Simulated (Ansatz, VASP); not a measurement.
# Zn (Zinc) in two plane-wave programs, part 2 of 2

Wanted: the spread between two codes on one cell, functional and k mesh. The cell is taken from a series of runs on this material, whose earlier steps may have relaxed, scaled, displaced or heated it; both programs get it as it stands.

VASP 6.6.1 and Ansatz 0.2.0.

So far: Set-up; Ansatz: zone-centre phonons, PBEsol, pair 1; VASP: zone-centre phonons, PBEsol, pair 1; Comparison.

## 5. VASP: zone-centre phonons, PBEsol, pair 2

Level of this step: PBEsol; plane waves and PAW (Zn) (VASP).

Second derivatives magnify differences that forces hide, and they need a tight electronic threshold. The cell compared in this pair holds 29.08 Å³, against 28.23 Å³ for the pair before.

Input file INCAR:

```
SYSTEM = Zn
PREC = Accurate
ENCUT = 500
EDIFF = 1E-08
NELM = 120
ISMEAR = 1
SIGMA = 0.2
LREAL = .FALSE.
ALGO = Normal
GGA = PS
NBANDS = 18
LORBIT = 11
LWAVE = .FALSE.
LCHARG = .FALSE.
ISIF = 2
IBRION = 8
LASPH = .TRUE.
GGA_COMPAT = .FALSE.
KPAR = 2
```

Input file POSCAR:

```
Zn
1.0
    2.5970751218      0.0000000000      0.0000000000
   -1.2985375609      2.2491330310      0.0000000000
    0.0000000000      0.0000000000      4.9791776705
Zn
2
Direct
    0.3333333334      0.6666666668      0.2500000000
    0.6666666668      0.3333333334      0.7500000000
```

Input file KPOINTS:

```
Automatic mesh
0
Gamma
18 18 8
0 0 0
```

Potentials, in the order of the species: Zn (PBE family, release 64).

Launch:

```sh
$ mpirun -np 2 vasp_std
```

Numbers of over 12 decimals in the logs are rounded to 6 here.

Output:

```text
[banner, memory and clock lines left out]
running    2 mpi-ranks, on    1 nodes
[...]
[... a notice as in an earlier step ...]

 LDA part: xc-table for (Slater+PW92), standard interpolation
 POSCAR, INCAR and KPOINTS ok, starting setup
[...]
entering main loop
       N       E                     dE             d eps       ncg     rms          rms(c)
DAV:   1     0.104991079903E+03    0.10499E+03   -0.12215E+04  6852   0.209E+03
DAV:   2     0.642623397701E+00   -0.10435E+03   -0.10132E+03  6698   0.294E+02
DAV:   3    -0.347177848644E+01   -0.41144E+01   -0.40998E+01  7488   0.669E+01
DAV:   4    -0.349270266330E+01   -0.20924E-01   -0.20919E-01  7366   0.485E+00
[...]
DAV:  11    -0.316961120889E+01    0.14758E-06   -0.58193E-07  7496   0.119E-02    0.222E-03
DAV:  12    -0.316961094310E+01    0.26579E-06   -0.13995E-08  5816   0.192E-03    0.478E-04
DAV:  13    -0.316961094795E+01   -0.48517E-08   -0.11239E-08  3734   0.206E-03
   1 F= -.31696109E+01 E0= -.31695224E+01  d E =-.265781E-03
[...]
RMM:   9    -0.199078944174E+00    0.11845E-06   -0.33612E-09 54198   0.568E-05    0.149E-06
RMM:  10    -0.199078970740E+00   -0.26565E-07   -0.75837E-09 44253   0.405E-05    0.315E-07
RMM:  11    -0.199078975991E+00   -0.52512E-08   -0.43858E-09 32301   0.368E-05    0.147E-07
 first order change of Fermi-energy  -0.12504E-04
 force on displaced ion       1 direction 1 :  -0.643   0.000   0.000
 Linear response progress:
  Degree of freedom:   2/  2
       N       E                     dE             d eps       ncg     rms          rms(c)
RMM:   1    -0.225093100735E+00   -0.22509E+00   -0.85695E-03 13417   0.200E+00
RMM:   2    -0.222477425858E+00    0.26157E-02   -0.14233E-03 13497   0.474E-01    0.491E-02
RMM:   3    -0.222415983046E+00    0.61443E-04   -0.63595E-05 16907   0.716E-02    0.284E-02
RMM:   4    -0.222328734684E+00    0.87248E-04   -0.64607E-05 17042   0.303E-02    0.549E-03
[...]
RMM:   9    -0.222303292859E+00    0.77702E-06   -0.51599E-08 17567   0.900E-05    0.379E-06
RMM:  10    -0.222303320485E+00   -0.27626E-07   -0.27618E-08 16617   0.426E-05    0.141E-06
RMM:  11    -0.222303317359E+00    0.31263E-08   -0.14497E-08 14217   0.343E-05    0.421E-07
 first order change of Fermi-energy   0.31229E-04
 force on displaced ion       1 direction 3 :   0.000  -0.000  -1.921
 Linear response finished
```

From OUTCAR (step 5):

```text
  Total       -0.1464216     -0.1464216     -0.2060065     -0.0000000      0.0000000      0.0000000
  in kB       -8.0660048     -8.0660048    -11.3483882     -0.0000000      0.0000000      0.0000000
  external PRESSURE =      -9.1601326 kB  Pullay stress =       0.0000000 kB

 POSITION                                       TOTAL-FORCE (eV/Angst)
 -----------------------------------------------------------------------------------
      0.00000      1.49942      1.24479         0.000000      0.000000      0.000000
      1.29854      0.74971      3.73438        -0.000000      0.000000      0.000000
 -----------------------------------------------------------------------------------
    total drift:                               -0.000000     -0.000000     -0.000000

[... 1 part as in an earlier step ...]

[... 1 further part left out ...]
```

## 6. Ansatz: zone-centre phonons, PBEsol, pair 2

The same cell, functional, mesh and smearing now go to Ansatz, which takes its cutoff from its data sets.

The cell is taken from a series of runs on this material, whose earlier steps may have relaxed, scaled, displaced or heated it; both programs get it as it stands.

Input file input.yaml:

```yaml
crystal:
  lattice:
    - [2.5970751218, 0.0, 0.0]
    - [-1.2985375609, 2.249133031, 0.0]
    - [0.0, 0.0, 4.9791776705]
  atoms:
    - { symbol: Zn, position: [0.3333333333, 0.6666666667, 0.25] }
    - { symbol: Zn, position: [0.6666666667, 0.3333333333, 0.75] }
kpoints:
  mp_grid: { grid: [18, 18, 8] }
hamiltonian:
  xc: pbesol
  pseudopotentials: { kind: paw, azcp: { folder: soft_1 }, xc_functional: pbe }
scf:
  occupations: { method: methfessel_paxton, width: 0.2 }
output:
  eigenvalues: true
phonons:
  method: dfpt
```

Launch:

```sh
$ ansatz run input.yaml --threads 4 --pin off --max-ram 10240MiB --backend cpu --events-out ev --progress --plain --runs-dir out
```

Output:

```text
[...]
Crystal: 2 atoms, lattice volume = 29.084 Å³
Basis set: ecut = 420 eV, 599 PW (Γ), exchange–correlation on 36×36×72 points (8 copies of the dense FFT grid, shifted against one another)
Bands: 16, of which v1, the nominal top of the filled ones, is band 12 counted from 1 (11 counted from 0)
Symmetry: 24 space group operations
k-points: 455 of 2592 (irreducible under 4 space group operations, time reversal used)
[...]
k-point 1: bands = [... 8 lower, 4.1968, 4.3756, 4.3756, 6.3080, 9.5135, 22.8238, 29.7248, 30.1874]
  k-point 2: bands = [... 8 lower, 4.2230, 4.3591, 4.3591, 5.1093, 11.3588, 20.3881, 30.4612, 30.4612]
  k-point 454: bands = [... 8 lower, 4.4283, 4.4283, 8.7600, 8.7600, 15.7104, 15.7104, 17.3316, 17.3316]
[...]
ASR residual: 2.373e-5 → 0.000e0 eV/Å²; symmetrization residual: 1.139e-13 eV/Å²
  ASR residual per site (eV/Å²): 2.37e-5 2.37e-5
  Γ frequencies (cm⁻¹): 0.00 0.00 0.00 69.26 69.26 125.38
[...]
[key lines of the parts left out:]
SCF converged after 8 iterations
Free energy (F): -6561.813027 eV
Fermi energy:    11.545078 eV
```

## 7. Side by side

The two programs side by side:

```tsv
quantity	Ansatz	VASP	difference
optical mode 1 to 2 (cm⁻¹)	69.3	73.1	-5.29 %
optical mode 3 (cm⁻¹)	125.4	126.4	-0.80 %
```

Modes are paired by rising frequency, not by their patterns, so a pair may set unlike modes beside each other; they are those without the splitting of longitudinal modes.

## 8. Summary of results

| Quantity | Value |
| --- | --- |
| r.m.s. difference of the optical zone-centre modes, each program's sorted by frequency (zone-centre phonons, PBEsol, pair 1) | 1.9 cm⁻¹ |
| difference in optical mode 3 (zone-centre phonons, PBEsol, pair 1) | -2.1 % |
| r.m.s. difference of the optical zone-centre modes, each program's sorted by frequency (zone-centre phonons, PBEsol, pair 2) | 3.2 cm⁻¹ |
| difference in optical mode 1 to 2 (zone-centre phonons, PBEsol, pair 2) | -5.3 % |

**Reading.** The r.m.s. difference of the optical zone-centre modes, each program's sorted by frequency is 1.9 cm⁻¹ (zone-centre phonons, PBEsol, pair 1). Among the rows given in per cent, the largest difference of the zone-centre phonons, PBEsol, pair 1 pair is in optical mode 3, -2.1 %. Among the rows given in per cent, the largest difference of the zone-centre phonons, PBEsol, pair 2 pair is in optical mode 1 to 2, -5.3 %. Such differences can come from data sets, numerical settings and the points named under the comparisons, not from the functional's error against experiment.

[Lines on the potential files, build, host, timing and source positions are cut from VASP's logs without a mark.]

[Logs are printed without paths, hosts, clocks, repeated set-up lines and the standing remarks that a program may print on its own settings, such as how far it seeks lower states.]

[Hosts, paths, dates, database ids (printed as entryN), source tags and the programs' standing remarks are cut or masked in the printed files.]
